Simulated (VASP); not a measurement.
Here is the system:

```yaml
crystal:
  lattice:
    - [1.59200, -2.75743, 0.00000]
    - [1.59200, 2.75743, 0.00000]
    - [0.00000, 0.00000, 5.18925]
  atoms:
    - { symbol: Ga, position: [0.66667, 0.33333, 0.50012] }
    - { symbol: Ga, position: [0.33333, 0.66667, 0.00012] }
    - { symbol: N, position: [0.66667, 0.33333, 0.87688] }
    - { symbol: N, position: [0.33333, 0.66667, 0.37688] }
```

Calculation: SCAN meta-GGA, VASP's PBE PAW potentials (set 64) (plane waves; VASP). Numerical set-up: 520 eV cut-off, 11×11×6 Γ-centred mesh, tetrahedra with Blöchl corrections, potentials Ga_d N.

Problem. Tabulate the total density of states (states/eV per cell) against energy (eV; zero at the valence-band maximum or, without a gap, the Fermi level).

Solution. 
```
E (eV) | DOS (states/eV)
    -9.98 |  0.00
    -9.74 |  0.00
    -9.50 |  0.00
    -9.14 |  0.00
    -8.90 |  0.00
    -8.66 |  0.00
    -8.42 |  0.00
    -8.18 |  0.00
    -7.82 |  0.00
    -7.58 |  0.00
    -7.34 |  0.00
    -7.10 |  0.02
    -6.86 | # 0.12
    -6.50 | ############## 1.55
    -6.26 | ######################## 2.66
    -6.02 | ########################### 2.96
    -5.78 | ############# 1.42
    -5.54 | ############# 1.50
    -5.18 | ######### 1.05
    -4.94 | ######## 0.89
    -4.70 | ####### 0.82
    -4.46 | ####### 0.83
    -4.22 | ############## 1.50
    -3.86 | ########### 1.19
    -3.62 | ############ 1.36
    -3.38 | ################ 1.73
    -3.14 | ################# 1.89
    -2.90 | ################# 1.92
    -2.54 | ################### 2.15
    -2.30 | ####################### 2.55
    -2.06 | ###################### 2.43
    -1.82 | ############################## 3.33
    -1.46 | ############################## 3.32
    -1.22 | ######################### 2.76
    -0.98 | ################## 2.00
    -0.74 | ############ 1.36
    -0.50 | ######### 1.02
    -0.14 | ### 0.38
     0.10 |  0.00
     0.34 |  0.00
     0.58 |  0.00
     0.82 |  0.00
     1.18 |  0.00
     1.42 |  0.00
     1.66 |  0.00
     1.90 |  0.00
     2.14 |  0.00
     2.50 |  0.00
     2.74 |  0.02
     2.98 |  0.04
     3.22 | # 0.06
     3.46 | # 0.08
     3.82 | # 0.12
     4.06 | # 0.15
     4.30 | ## 0.21
     4.54 | ## 0.28
     4.78 | ###### 0.62
     5.14 | ############## 1.51
     5.38 | ############## 1.53
     5.62 | ############### 1.61
```
Within 2 eV below the valence-band maximum the largest weight inside VASP's projection spheres is N p, then Ga p.

The compound is GaN in the wurtzite structure. It was relaxed first.
